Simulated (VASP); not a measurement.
# Zr3MoC (Pm-3m) in VASP: further runs, part 2 of 2

VASP 6.6.1.

## 3. Relaxation of cell and atoms, PBE

Contents of INCAR:

```
SYSTEM = Zr3MoC
PREC     = Accurate       ! precision mode
ENCUT    = 600            ! plane-wave cutoff, eV
EDIFF    = 1E-6           ! SCF threshold, eV
ISMEAR   = -1             ! smearing method
SIGMA    = 0.05           ! smearing width, eV
LREAL    = .FALSE.        ! projectors in reciprocal space
LASPH    = .TRUE.         ! aspherical terms in the spheres
NELM     = 100            ! most SCF steps
ALGO     = Normal         ! electronic algorithm
ISIF     = 3              ! what is computed and relaxed
LWAVE    = .FALSE.        ! write WAVECAR
LCHARG   = .FALSE.        ! write CHGCAR
GGA      = PE             ! functional
IBRION   = 2              ! ionic algorithm
NSW      = 60             ! ionic steps
EDIFFG   = -0.02          ! ionic threshold
```

Contents of KPOINTS:

```
regular mesh
0
G
  5 5 5
  0 0 0
```

Contents of POSCAR:

```
Zr3MoC
1.0
    4.9425100000      0.0000000000      0.0000000000
    0.0000000000      4.9425100000      0.0000000000
    0.0000000000      0.0000000000      4.9425100000
Zr Mo C
3 1 1
Direct
    0.5000000000      0.0000000000      0.0000000000
    0.0000000000      0.5000000000      0.0000000000
    0.0000000000      0.0000000000      0.5000000000
    0.0000000000      0.0000000000      0.0000000000
    0.5000000000      0.5000000000      0.5000000000
```

Potentials or basis: VASP PAW PBE potentials, release 64 (Zr_sv, Mo_sv, C).

Started as:

```
cat potpaw_PBE.64/Zr_sv/POTCAR potpaw_PBE.64/Mo_sv/POTCAR potpaw_PBE.64/C/POTCAR > POTCAR
mpirun -np 1 vasp_std > vasp.out
```

It took 58 s on 1 thread of Intel Xeon Platinum 8559C (Emerald Rapids), shared host; peak memory 0.27 GiB.

Results (log left out):

- Free energy: -36.3278 eV
- Relaxed volume: 24.45 Å³/atom
- Relaxed cell: a = 4.963 Å, b = 4.963 Å, c = 4.963 Å, α = 90.00°, β = 90.00°, γ = 90.00°
- Space group after relaxing (to 0.05 Å): Pm-3m (No. 221)
- Energy gained by relaxing: 0.9 meV/atom
- Ionic steps: 3
- Pressure after relaxing: 0.0 GPa
- Band gap on the k mesh: none (metal or under the smearing width)

The path:
```
step  energy change (eV)  largest force (eV/Å)  pressure (GPa)  volume (Å³)
   1              0.0000                0.0000            0.98       120.74
   2             -0.0025                0.0000           -0.65       123.33
   3             -0.0046                0.0000            0.00       122.27
```

Final structure:
```
Zr Mo C
1.0
     4.96337    0.00000    0.00000
     0.00000    4.96337    0.00000
     0.00000    0.00000    4.96337
Zr Mo C
3 1 1
Direct
  0.50000 0.00000 0.00000
  0.00000 0.50000 0.00000
  0.00000 0.00000 0.50000
  0.00000 0.00000 0.00000
  0.50000 0.50000 0.50000
```

Levels at points of the mesh, in eV from the Fermi level:
```csv
k point,band 23,band 24,band 25,band 26,band 27,band 28,band 29,band 30,band 31,band 32
"(0.00, 0.00, 0.00)",-3.00,-0.83,-0.83,-0.48,-0.42,-0.42,-0.42,1.75,1.75,1.75
```

## 4. Relaxation of cell and atoms, PBE+D2

INCAR: that of step 3 with these lines changed.

```diff
@@ -14,2 +14,3 @@
 GGA      = PE             ! functional
+IVDW     = 1              ! dispersion correction
 IBRION   = 2              ! ionic algorithm
```

KPOINTS is that of step 3.

POSCAR is that of step 3.

Started as:

```
cat potpaw_PBE.64/Zr_sv/POTCAR potpaw_PBE.64/Mo_sv/POTCAR potpaw_PBE.64/C/POTCAR > POTCAR
mpirun -np 1 vasp_std > vasp.out
```

Wall time 60 s (1 thread of Intel Xeon Platinum 8559C (Emerald Rapids), shared host); peak memory 0.27 GiB.

Results (log left out):

```
Free energy                            : -38.4020 eV
Relaxed volume                         : 23.59 Å³/atom
Relaxed cell                           : a = 4.904 Å, b = 4.904 Å, c = 4.904 Å, α = 90.00°, β = 90.00°, γ = 90.00°
Space group after relaxing (to 0.05 Å) : Pm-3m (No. 221)
Energy gained by relaxing              : 3.6 meV/atom
Ionic steps                            : 3
Pressure after relaxing                : 0.0 GPa
Band gap on the k mesh                 : none (metal or under the smearing width)
Dispersion energy per atom             : -0.423 eV
```

The path:
```
step  energy change (eV)  largest force (eV/Å)  pressure (GPa)  volume (Å³)
   1              0.0000                0.0000           -2.06       120.74
   2             -0.0019                0.0000            2.09       115.40
   3             -0.0182                0.0000            0.01       117.96
```

Final structure:
```
Zr Mo C
1.0
     4.90426    0.00000    0.00000
     0.00000    4.90426    0.00000
     0.00000    0.00000    4.90426
Zr Mo C
3 1 1
Direct
  0.50000 0.00000 0.00000
  0.00000 0.50000 0.00000
  0.00000 0.00000 0.50000
  0.00000 0.00000 0.00000
  0.50000 0.50000 0.50000
```

Levels at points of the mesh, in eV from the Fermi level:
```tsv
k point	band 23	band 24	band 25	band 26	band 27	band 28	band 29	band 30	band 31	band 32
(0.00, 0.00, 0.00)	-3.11	-0.89	-0.89	-0.45	-0.45	-0.45	-0.45	1.82	1.82	1.82
```

Caveat: atom-pairwise D2, TS and ULG terms overbind metals; pairwise dispersion overbinds metals, which lowers pressure and volume.

## 5. Relaxation of cell and atoms, PBE+D3

INCAR: that of step 4 with these lines changed.

```diff
@@ -14,3 +14,3 @@
 GGA      = PE             ! functional
-IVDW     = 1              ! dispersion correction
+IVDW     = 11             ! dispersion correction
 IBRION   = 2              ! ionic algorithm
```

KPOINTS is that of step 4.

POSCAR is that of step 4.

Started as:

```
cat potpaw_PBE.64/Zr_sv/POTCAR potpaw_PBE.64/Mo_sv/POTCAR potpaw_PBE.64/C/POTCAR > POTCAR
mpirun -np 1 vasp_std > vasp.out
```

Run time: 61 s. Hardware: 1 thread of Intel Xeon Platinum 8559C (Emerald Rapids), shared host; peak memory 0.28 GiB.

The run converged. Its results:

- Free energy: -38.0085 eV
- Relaxed volume: 23.54 Å³/atom
- Relaxed cell: a = 4.901 Å, b = 4.901 Å, c = 4.901 Å, α = 90.00°, β = 90.00°, γ = 90.00°
- Space group after relaxing (to 0.05 Å): Pm-3m (No. 221)
- Energy gained by relaxing: 3.7 meV/atom
- Ionic steps: 3
- Pressure after relaxing: 0.0 GPa
- Band gap on the k mesh: none (metal or under the smearing width)
- Dispersion energy per atom: -0.345 eV

Step by step:
```
step  energy change (eV)  largest force (eV/Å)  pressure (GPa)  volume (Å³)
   1              0.0000                0.0000           -1.92       120.74
   2             -0.0107                0.0000            1.33       115.75
   3             -0.0186                0.0000            0.00       117.69
```

Final structure:
```
Zr Mo C
1.0
     4.90050    0.00000    0.00000
     0.00000    4.90050    0.00000
     0.00000    0.00000    4.90050
Zr Mo C
3 1 1
Direct
  0.50000 0.00000 0.00000
  0.00000 0.50000 0.00000
  0.00000 0.00000 0.50000
  0.00000 0.00000 0.00000
  0.50000 0.50000 0.50000
```

Levels at points of the mesh, in eV from the Fermi level:
```csv
k point,band 24,band 25,band 26,band 27,band 28,band 29,band 30,band 31
"(0.00, 0.00, 0.00)",-0.89,-0.89,-0.45,-0.45,-0.45,-0.45,1.82,1.82
```

Caveat: pairwise dispersion overbinds metals, which lowers pressure and volume.

## 6. Relaxation of cell and atoms, PBE+D3(BJ)

INCAR: that of step 5 with these lines changed.

```diff
@@ -14,3 +14,3 @@
 GGA      = PE             ! functional
-IVDW     = 11             ! dispersion correction
+IVDW     = 12             ! dispersion correction
 IBRION   = 2              ! ionic algorithm
```

KPOINTS is that of step 5.

POSCAR is that of step 5.

Potentials or basis: VASP PAW PBE potentials, release 64 (Zr_sv, Mo_sv, C).

Started as:

```
cat potpaw_PBE.64/Zr_sv/POTCAR potpaw_PBE.64/Mo_sv/POTCAR potpaw_PBE.64/C/POTCAR > POTCAR
mpirun -np 1 vasp_std > vasp.out
```

Wall time 63 s (1 thread of Intel Xeon Platinum 8559C (Emerald Rapids), shared host); peak memory 0.28 GiB.

It converged, with:

* Free energy: -38.5007 eV
* Relaxed volume: 23.53 Å³/atom
* Relaxed cell: a = 4.900 Å, b = 4.900 Å, c = 4.900 Å, α = 90.00°, β = 90.00°, γ = 90.00°
* Space group after relaxing (to 0.05 Å): Pm-3m (No. 221)
* Energy gained by relaxing: 4.0 meV/atom
* Ionic steps: 3
* Pressure after relaxing: 0.0 GPa
* Band gap on the k mesh: none (metal or under the smearing width)
* Dispersion energy per atom: -0.443 eV

The path:
```tsv
step	energy change (eV)	largest force (eV/Å)	pressure (GPa)	volume (Å³)
1	0.0000	0.0000	-2.00	120.74
2	-0.0102	0.0000	1.48	115.53
3	-0.0198	0.0000	-0.01	117.64
```

Final structure:
```yaml
crystal:
  lattice:
    - [4.89983, 0.00000, 0.00000]
    - [0.00000, 4.89983, 0.00000]
    - [0.00000, 0.00000, 4.89983]
  atoms:
    - { symbol: Zr, position: [0.50000, 0.00000, 0.00000] }
    - { symbol: Zr, position: [0.00000, 0.50000, 0.00000] }
    - { symbol: Zr, position: [0.00000, 0.00000, 0.50000] }
    - { symbol: Mo, position: [0.00000, 0.00000, 0.00000] }
    - { symbol: C, position: [0.50000, 0.50000, 0.50000] }
```

Levels at points of the mesh, in eV from the Fermi level:
```csv
k point,band 23,band 24,band 25,band 26,band 27,band 28,band 29,band 30,band 31,band 32
"(0.00, 0.00, 0.00)",-3.12,-0.89,-0.89,-0.45,-0.45,-0.45,-0.45,1.82,1.82,1.82
```

Caveat: pairwise dispersion overbinds metals, which lowers pressure and volume.

## 7. The reference run

An earlier run on the cell as given: functional PBE; potentials or basis VASP PAW PBE potentials, release 64 (Zr_sv, Mo_sv, C); cutoff 520 eV; k mesh 6 × 6 × 6; occupations fermi-dirac, width 0.05 eV; no spin polarisation.

- Pressure: -0.1 GPa
- Band gap on the k mesh: none (metal or under the smearing width)

## 8. The runs side by side

```tsv
task	level	cell	k mesh	cutoff (eV)	target pressure	gap on the mesh (eV)	pressure (GPa)	relaxed volume (Å³/atom)
relaxation of cell and atoms	PBE	relaxed to 30 GPa	5 × 5 × 5	600	30 GPa	none	30.0	-
relaxation of cell and atoms	PBE	relaxed	5 × 5 × 5	600	-	none	0.0	24.45
relaxation of cell and atoms	PBE+D2	relaxed	5 × 5 × 5	600	-	none	0.0	23.59
relaxation of cell and atoms	PBE+D3	relaxed	5 × 5 × 5	600	-	none	0.0	23.54
relaxation of cell and atoms	PBE+D3(BJ)	relaxed	5 × 5 × 5	600	-	none	0.0	23.53
single point	PBE	as given	6 × 6 × 6	520	-	none	-0.1	-
```

Alike in all rows: potentials or basis VASP PAW PBE potentials, release 64 (Zr_sv, Mo_sv, C); no spin polarisation; smearing fermi-dirac 0.05 eV.

Caveats: pairwise dispersion overbinds metals, which lowers pressure and volume (some runs); the cell is relaxed towards a set pressure, so the enthalpy falls and the energy may rise (some runs); the volume moved by over 15 % at a fixed basis, so the end points are rough (some runs); atom-pairwise D2, TS and ULG terms overbind metals (some runs).

Absolute energies hang on the potentials; compare differences alone.
